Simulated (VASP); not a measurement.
Output of a VASP run:

OSZICAR:
```
       N       E                     dE             d eps       ncg     rms          rms(c)
DAV:   1     0.616317853397E+03    0.61632E+03   -0.26710E+04  7208   0.180E+03
DAV:   2     0.731879144312E+01   -0.60900E+03   -0.57199E+03  7800   0.529E+02
DAV:   3    -0.640118910985E+02   -0.71331E+02   -0.69953E+02  8642   0.175E+02
DAV:   4    -0.659000774434E+02   -0.18882E+01   -0.18200E+01  8498   0.280E+01
DAV:   5    -0.659458742894E+02   -0.45797E-01   -0.45715E-01  9008   0.436E+00    0.435E+01
DAV:   6    -0.572246982187E+02    0.87212E+01   -0.15203E+02  8328   0.103E+02    0.356E+01
DAV:   7    -0.525371066107E+02    0.46876E+01   -0.96972E+01  8668   0.983E+01    0.193E+01
DAV:   8    -0.505370496526E+02    0.20001E+01   -0.66312E+00  8124   0.237E+01    0.692E+00
DAV:   9    -0.502513928960E+02    0.28566E+00   -0.18603E+00  9406   0.120E+01    0.228E+00
DAV:  10    -0.502586411057E+02   -0.72482E-02   -0.18338E-01  8008   0.396E+00    0.126E+00
DAV:  11    -0.502602077426E+02   -0.15666E-02   -0.19209E-02  9648   0.121E+00    0.538E-01
DAV:  12    -0.502597467557E+02    0.46099E-03   -0.31338E-03  9556   0.548E-01    0.240E-01
DAV:  13    -0.502596461000E+02    0.10066E-03   -0.86484E-04  8900   0.303E-01    0.877E-02
DAV:  14    -0.502596299279E+02    0.16172E-04   -0.96811E-05  8518   0.735E-02    0.438E-02
DAV:  15    -0.502596293964E+02    0.53152E-06   -0.26901E-05  9094   0.398E-02    0.147E-02
DAV:  16    -0.502596296176E+02   -0.22125E-06   -0.22740E-06  8840   0.117E-02    0.572E-03
DAV:  17    -0.502596296849E+02   -0.67293E-07   -0.62573E-07  8174   0.734E-03
   1 F= -.51428475E+02 E0= -.51428219E+02  d E =-.514285E+02  mag=     4.0000
       N       E                     dE             d eps       ncg     rms          rms(c)
DAV:   1    -0.502625310583E+02   -0.29014E-02   -0.73300E-01  7200   0.592E+00    0.513E-01
DAV:   2    -0.502618721868E+02    0.65887E-03   -0.22050E-02  8718   0.119E+00    0.373E-01
DAV:   3    -0.502611353487E+02    0.73684E-03   -0.25037E-03  9470   0.500E-01    0.228E-01
DAV:   4    -0.502608439930E+02    0.29136E-03   -0.14991E-03  9896   0.349E-01    0.156E-01
DAV:   5    -0.502608284579E+02    0.15535E-04   -0.20859E-04  9008   0.140E-01    0.861E-02
DAV:   6    -0.502608203216E+02    0.81363E-05   -0.23905E-05 10130   0.427E-02    0.602E-02
DAV:   7    -0.502608192528E+02    0.10688E-05   -0.97835E-06 10308   0.244E-02    0.150E-02
DAV:   8    -0.502608192224E+02    0.30450E-07   -0.58391E-07  7790   0.619E-03
   2 F= -.51429739E+02 E0= -.51429540E+02  d E =-.126424E-02  mag=     4.0000
       N       E                     dE             d eps       ncg     rms          rms(c)
DAV:   1    -0.502608861081E+02   -0.66855E-04   -0.12446E-02  7200   0.772E-01    0.667E-02
DAV:   2    -0.502608749838E+02    0.11124E-04   -0.37220E-04  8732   0.156E-01    0.489E-02
DAV:   3    -0.502608625088E+02    0.12475E-04   -0.43115E-05  9404   0.663E-02    0.300E-02
DAV:   4    -0.502608572913E+02    0.52175E-05   -0.26188E-05  9824   0.461E-02    0.202E-02
DAV:   5    -0.502608570788E+02    0.21251E-06   -0.35093E-06  8994   0.180E-02    0.110E-02
DAV:   6    -0.502608569637E+02    0.11513E-06   -0.35867E-07  7674   0.522E-03    0.778E-03
DAV:   7    -0.502608569660E+02   -0.23538E-08   -0.15850E-07  4680   0.329E-03
   3 F= -.51429767E+02 E0= -.51429557E+02  d E =-.129214E-02  mag=     4.0000
```

File OUTCAR:
```
------------------------ aborting loop because EDIFF is reached ----------------------------------------
 Edisp (eV)   -1.16891
  FORCE on cell =-STRESS in cart. coord.  units (eV):
  Direction    XX          YY          ZZ          XY          YZ          ZX
  --------------------------------------------------------------------------------------
  Total       2.79696     2.79696     2.84239     0.00000     0.00000     0.00000
  in kB      81.04508    81.04508    82.36157     0.00000     0.00000     0.00000
  external pressure =       81.48 kB  Pullay stress =        0.00 kB
  volume of cell :       55.29
      direct lattice vectors                 reciprocal lattice vectors
     4.371911112 -0.000000000  0.000000000     0.228732921  0.000000000  0.000000000
    -0.000000000  4.371911112  0.000000000     0.000000000  0.228732921  0.000000000
     0.000000000  0.000000000  2.892859818     0.000000000  0.000000000  0.345678693
 POSITION                                       TOTAL-FORCE (eV/Angst)
 -----------------------------------------------------------------------------------
     -0.00000      0.00000      0.00000        -0.000000      0.000000     -0.000000
      2.18596      2.18596      1.44643         0.000000      0.000000     -0.000000
      1.32260      1.32260      0.00000         0.003799      0.003799     -0.000000
      3.50856      0.86335      1.44643         0.003799     -0.003799     -0.000000
      0.86335      3.50856      1.44643        -0.003799      0.003799     -0.000000
      3.04931      3.04931      0.00000        -0.003799     -0.003799      0.000000
 -----------------------------------------------------------------------------------
    total drift:                                0.000000      0.000000      0.000000
  FREE ENERGIE OF THE ION-ELECTRON SYSTEM (eV)
  ---------------------------------------------------
  free  energy   TOTEN  =       -51.4297673983 eV

  energy  without entropy=      -51.4291376556  energy(sigma->0) =      -51.42955748

 total charge

# of ion       s       p       d       tot
------------------------------------------
    1        0.380   6.495   4.073  10.947
    2        0.380   6.495   4.073  10.947
    3        1.574   3.483   0.000   5.056
    4        1.574   3.483   0.000   5.056
    5        1.574   3.483   0.000   5.056
    6        1.574   3.483   0.000   5.056
--------------------------------------------------
tot          7.054  26.921   8.145  42.120

 magnetization (x)

# of ion       s       p       d       tot
------------------------------------------
    1        0.024   0.033   2.016   2.074
    2        0.024   0.033   2.016   2.074
    3       -0.003  -0.060   0.000  -0.062
    4       -0.003  -0.060   0.000  -0.062
    5       -0.003  -0.060   0.000  -0.062
    6       -0.003  -0.060   0.000  -0.062
--------------------------------------------------
tot          0.038  -0.173   4.032   3.897

 reached required accuracy - stopping structural energy minimisation
```
(Selected blocks of OUTCAR.)

### POSCAR
```
CrO2
1
    4.3766294011     0.0000000000     0.0000000000
    0.0000000000     4.3766294011     0.0000000000
    0.0000000000     0.0000000000     2.8866258007
Cr O
2 4
Direct
  0.0000000000   1.0000000000   1.0000000000
  0.5000000000   0.5000000000   0.5000000000
  0.3031823860   0.3031823860   0.0000000000
  0.8031823860   0.1968176140   0.5000000000
  0.1968176140   0.8031823860   0.5000000000
  0.6968176140   0.6968176140   1.0000000000
```

Q: Reconstruct the remaining input files.

A: One answer among several that fit: the input of the run itself, PBE GGA with D3 dispersion (Becke-Johnson damping), plane waves, VASP's PBE PAW potentials (set 64).

KPOINTS:
```
K-points
0
gamma
7 7 10
0 0 0
```

**INCAR**
```
LASPH=.TRUE.
LCHARG=.FALSE.
NSW=30
NELM=100   # most electronic steps
LMAXMIX=4   # l cut-off of mixed one-centre charges
LWAVE=.FALSE.
ENCUT=520   # plane-wave cut-off (eV)
ALGO=Normal
ISPIN=2
SIGMA=0.1
IVDW=12   # D3, Becke-Johnson
IBRION=2
ISIF=4
ISMEAR=1
LREAL=.FALSE.
GGA=PE   # PBE
EDIFFG=-0.01   # ionic stop
PREC=Accurate
EDIFF=1E-7   # SCF stop (eV)
SYSTEM=CrO2
LORBIT=10
MAGMOM=2*2.1 4*-0.1
```

POTCAR, in this order: Cr_pv O (PBE.64 set). Program: vasp_std.

The compound is CrO2 in the rutile structure. This cell is one point of a volume scan, at 0.97 of the reference volume. Symmetry was kept, so distortions that lower it aren't found.
